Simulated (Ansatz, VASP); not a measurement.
One calculation of MgWBr4O, two programs

File INCAR:

```
SYSTEM = MgWBr4O
PREC = Accurate ; ENCUT = 520
EDIFF = 1E-7 ; ISMEAR = -1
SIGMA = 0.05 ; LREAL = .False.
LASPH = .True. ; NELM = 80
ALGO = Normal ; ISIF = 2
LWAVE = .False. ; LCHARG = .True.
GGA = PE ; LELF = .True.
LVHAR = .True. ; NBANDS = 34
```

File KPOINTS:

```
Automatic mesh
0
Gamma
  7 7 4
  0 0 0
```

Contents of POSCAR:

```
MgWBr4O
1.0
    6.6936181217     -1.9662910634      0.0000000000
    6.6936181217      1.9662910634      0.0000000000
   -6.6910355183      0.0000000000      6.6944538826
W Br Mg O
1 4 1 1
Direct
    0.9844610000      0.0155390000      0.0000000000
    0.2995900000      0.2419170000      0.1913300000
    0.7580830000      0.7004100000      0.8086700000
    0.8550250000      0.9860470000      0.6497590000
    0.0139530000      0.1449750000      0.3502410000
    0.2311720000      0.7688280000      0.5000000000
    0.4841510000      0.5158490000      0.0000000000
```

The input input.yaml:

```yaml
crystal:
  lattice:
    - [6.6936181217, -1.9662910634, 0.0]
    - [6.6936181217, 1.9662910634, 0.0]
    - [-6.6910355183, 0.0, 6.6944538826]
  atoms:
    - { symbol: W, position: [0.984461, 0.015539, 0.0] }
    - { symbol: Br, position: [0.29959, 0.241917, 0.19133] }
    - { symbol: Br, position: [0.758083, 0.70041, 0.80867] }
    - { symbol: Br, position: [0.855025, 0.986047, 0.649759] }
    - { symbol: Br, position: [0.013953, 0.144975, 0.350241] }
    - { symbol: Mg, position: [0.231172, 0.768828, 0.5] }
    - { symbol: O, position: [0.484151, 0.515849, 0.0] }
hamiltonian:
  xc: pbe
  pseudopotentials: { kind: paw }
kpoints:
  mp_grid: { grid: [7, 7, 4] }
scf:
  occupations: { method: fermi_dirac, width: 0.05 }
output:
  forces: true
  stress: true
  eigenvalues: true
```

The cell comes from a database or a generator and needn't be the stable form of this composition.

Alike in both runs: task single point; functional PBE; k mesh 7 × 7 × 4; occupations fermi-dirac, width 0.05 eV; no spin polarisation.

|  | VASP | Ansatz |
| --- | --- | --- |
| version | VASP 6.6.1 | Ansatz 0.2.0 |
| potentials or method | VASP PAW PBE potentials, release 64 (W_sv, Br, Mg, O) | Ansatz PAW |
| plane-wave cutoff (eV) | 520 | 420 |
| valence electrons in the cell | 50 | 58 |

|  | VASP | Ansatz | Ansatz less VASP |
| --- | --- | --- | --- |
| gap on the k mesh at the Fermi level (eV) | none | none | - |
| pressure (GPa) | -3.3 | -3.4 | -0.10 |
| largest component of the traceless stress (GPa) | 1.88 | 2.14 | +0.266 |
| rms of the force components (eV/Å) | 0.221 | 0.229 | +0.0075 |

Atom by atom the forces differ by 0.008 eV/Å (rms over components). A gap of «none» marks a metal or a gap that the smearing closes. The two sets of potentials don't hold the same shells in valence.

The runs have no spin-orbit coupling, so splittings on W are missing.
